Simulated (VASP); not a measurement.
Method: PBEsol GGA, VASP's PBE PAW potentials (set 64) (plane waves; VASP 6.6.1).

A VASP calculation is set up with these files.

File POSCAR:
```
Mo(111) slab
1
    4.4311615474     0.0000000000     0.0000000000
   -2.2155802763     3.8374978853     0.0000000000
    0.0000000000     0.0000000000    23.9655664343
Mo
10
Direct
  0.0000000000   1.0000000000   0.3413360435
  0.6666670000   0.3333330000   0.3706877641
  0.3333330000   0.6666670000   0.3997742632
  0.0000000000   1.0000000000   0.4434538299
  0.6666670000   0.3333330000   0.4789172624
  0.3333330000   0.6666670000   0.5210827376
  0.0000000000   0.0000000000   0.5565461701
  0.6666670000   0.3333330000   0.6002257368
  0.3333330000   0.6666670000   0.6293122359
  0.0000000000   0.0000000000   0.6586639565
```

File KPOINTS:
```
Automatic mesh
0
Gamma
7 7 1
0 0 0
```

### INCAR
```
ALGO  =  Normal
DIPOL  =  0.5 0.5 0.5
EDIFF  =  1E-6
ENCUT  =  400
GGA  =  PS
IDIPOL  =  3
ISMEAR  =  1
LASPH  =  .TRUE.
LCHARG  =  .FALSE.
LDIPOL  =  .TRUE.
LMAXMIX  =  4
LORBIT  =  11
LREAL  =  .FALSE.
LVHAR  =  .TRUE.
LWAVE  =  .FALSE.
NELM  =  100
NELMIN  =  4
PREC  =  Normal
SIGMA  =  0.1
SYSTEM  =  Mo(111) slab
```

POTCAR, in this order: Mo_sv (PBE.64 set). Program: vasp_std. Read from the step before: WAVECAR.

### Question
What does the run give for the energy per atom (σ→0), band gap (on the k-mesh)?

### Answer

```json
{
 "energy per atom (σ→0)": "-11.068 eV/atom",
 "band gap (on the k-mesh)": "none (metal, semimetal or under 0.01 eV)"
}
```

### OSZICAR
```
       N       E                     dE             d eps       ncg     rms          rms(c)
DAV:   1    -0.110682139494E+03   -0.11068E+03   -0.23094E-05  1680   0.278E-02    0.147E-02
DAV:   2    -0.110682148216E+03   -0.87219E-05   -0.10978E-04  1604   0.550E-02    0.270E-02
DAV:   3    -0.110682136201E+03    0.12014E-04   -0.54580E-05  1492   0.386E-02    0.349E-03
DAV:   4    -0.110682136073E+03    0.12880E-06   -0.40142E-06  1280   0.983E-03
   1 F= -.11068214E+03 E0= -.11068105E+03  d E =-.326560E-02
```

The cell is a thin slab with vacuum, built from Mo (bcc): (111) face.
